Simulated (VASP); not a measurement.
Calculation: PBE GGA, VASP's PBE PAW potentials (set 64) (plane waves; VASP).

VASP input:

### INCAR
```
SYSTEM = PbO
PREC = Normal; ENCUT = 520; LREAL = .FALSE.
LASPH = .TRUE.
EDIFF = 1E-6; NELM = 100; ALGO = Normal
LMAXMIX = 4
ISMEAR = 0; SIGMA = 0.05
GGA = PE
ISIF = 2
LWAVE = .FALSE.; LCHARG = .FALSE.
```

File KPOINTS:
```
Automatic mesh
0
Gamma
5 5 4
0 0 0
```

File POSCAR:
```
PbO
5.12040
  0.7928286853   0.0000000000   0.0000000000
  0.0000000000   0.7928286853   0.0000000000
  0.0000000000   0.0000000000   1.0000000000
Pb O
2 2
Cartesian
  0.3964143426   0.0000000000   0.7650000000
  0.0000000000   0.3964143426   0.2350000000
  0.3964143426   0.3964143426   0.0000000000
  0.0000000000   0.0000000000   0.0000000000
```

POTCAR, in this order: Pb_d O (PBE.64 set). Program: vasp_std.

The run wrote:

File OSZICAR:
```
       N       E                     dE             d eps       ncg     rms          rms(c)
DAV:   1     0.449120439080E+03    0.44912E+03   -0.20118E+04   864   0.196E+03
DAV:   2     0.348377233660E+02   -0.41428E+03   -0.40622E+03   904   0.493E+02
DAV:   3    -0.244986856289E+02   -0.59336E+02   -0.58181E+02  1216   0.193E+02
DAV:   4    -0.262374371182E+02   -0.17388E+01   -0.17379E+01   928   0.387E+01
DAV:   5    -0.263005254116E+02   -0.63088E-01   -0.63078E-01  1264   0.705E+00    0.125E+01
DAV:   6    -0.217498045096E+02    0.45507E+01   -0.38539E+01  1392   0.453E+01    0.585E+00
DAV:   7    -0.215133251033E+02    0.23648E+00   -0.38260E+00  1144   0.147E+01    0.258E+00
DAV:   8    -0.215173141537E+02   -0.39891E-02   -0.90439E-01  1168   0.675E+00    0.133E+00
DAV:   9    -0.214847253356E+02    0.32589E-01   -0.18100E-01  1360   0.355E+00    0.312E-01
DAV:  10    -0.214867871550E+02   -0.20618E-02   -0.19604E-02   944   0.846E-01    0.620E-02
DAV:  11    -0.214869534936E+02   -0.16634E-03   -0.22810E-03  1488   0.357E-01    0.923E-02
DAV:  12    -0.214868505826E+02    0.10291E-03   -0.40149E-04  1304   0.222E-01    0.361E-02
DAV:  13    -0.214868432719E+02    0.73108E-05   -0.12693E-04  1200   0.824E-02    0.758E-03
DAV:  14    -0.214868429856E+02    0.28628E-06   -0.16281E-05  1296   0.473E-02    0.439E-03
DAV:  15    -0.214868420524E+02    0.93318E-06   -0.25090E-06   736   0.224E-02
   1 F= -.21486842E+02 E0= -.21486842E+02  d E =-.328706E-11
```

### OUTCAR
```
------------------------ aborting loop because EDIFF is reached ----------------------------------------
  FORCE on cell =-STRESS in cart. coord.  units (eV):
  Direction    XX          YY          ZZ          XY          YZ          ZX
  --------------------------------------------------------------------------------------
  Total       -0.0852638     -0.0852638     -0.1010795      0.0000000     -0.0000000      0.0000000
  in kB       -1.6188444     -1.6188444     -1.9191247      0.0000000     -0.0000000      0.0000000
  external PRESSURE =      -1.7189378 kB  Pullay stress =       0.0000000 kB
  volume of cell :       84.39
      direct lattice vectors                 reciprocal lattice vectors
     4.059600000  0.000000000  0.000000000     0.246329688  0.000000000  0.000000000
     0.000000000  4.059600000  0.000000000     0.000000000  0.246329688  0.000000000
     0.000000000  0.000000000  5.120400000     0.000000000  0.000000000  0.195297242
 POSITION                                       TOTAL-FORCE (eV/Angst)
 -----------------------------------------------------------------------------------
      2.02980      0.00000      3.91711        -0.000000      0.000000      0.299872
      0.00000      2.02980      1.20329         0.000000      0.000000     -0.299872
      2.02980      2.02980      0.00000         0.000000      0.000000      0.000000
      0.00000      0.00000      0.00000         0.000000      0.000000      0.000000
 -----------------------------------------------------------------------------------
    total drift:                                0.000000     -0.000000     -0.000000
  FREE ENERGIE OF THE ION-ELECTRON SYSTEM (eV)
  ---------------------------------------------------
  free  energy   TOTEN  =       -21.4868420524 eV

  energy  without entropy=      -21.4868420524  energy(sigma->0) =      -21.48684205
```
(Selected blocks of OUTCAR.)

The compound is PbO in the litharge structure. The cell was not relaxed at this level. The run is one of a series of settings (PREC = Normal against the base run), some of them coarse on purpose.
